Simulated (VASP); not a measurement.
Data:

```yaml
crystal:
  lattice:
    - [3.46460, 0.00000, 0.00000]
    - [-1.73230, 3.00043, 0.00000]
    - [0.00000, 0.00000, 5.75699]
  atoms:
    - { symbol: Bi, position: [0.33333, 0.66667, 0.25000] }
    - { symbol: Bi, position: [0.66667, 0.33333, 0.75000] }
```

Method: PBEsol GGA, VASP's PBE PAW potentials (set 64) (plane waves; VASP). Run with 400 eV cut-off, Gaussian smearing of 0.050 eV, potentials Bi_d.

Give the energies of bands 13 to 18 at the high-symmetry points, in eV from the Fermi level.

```
band      Γ      M      K      A      L      H
----  -----  -----  -----  -----  -----  -----
13    -5.58  -4.67  -4.14  -1.29  -5.09  -3.96
14     3.69  -3.25  -2.38  -1.29  -5.09  -3.96
15     3.69  -2.06  -2.38   4.43   1.49  -2.98
16     5.02   0.15  -1.04   4.43   1.49  -2.98
17     5.27   0.47  -0.55   4.43   1.67   2.77
18     5.27   3.51  -0.55   4.43   1.67   2.77
```

It has no gap at this level: it comes out as a metal or semimetal.

The structure was generated: Bi was put into the hcp type (P6_3/mmc), which need not be its known phase. It was relaxed first, which changed the volume by -6 %.
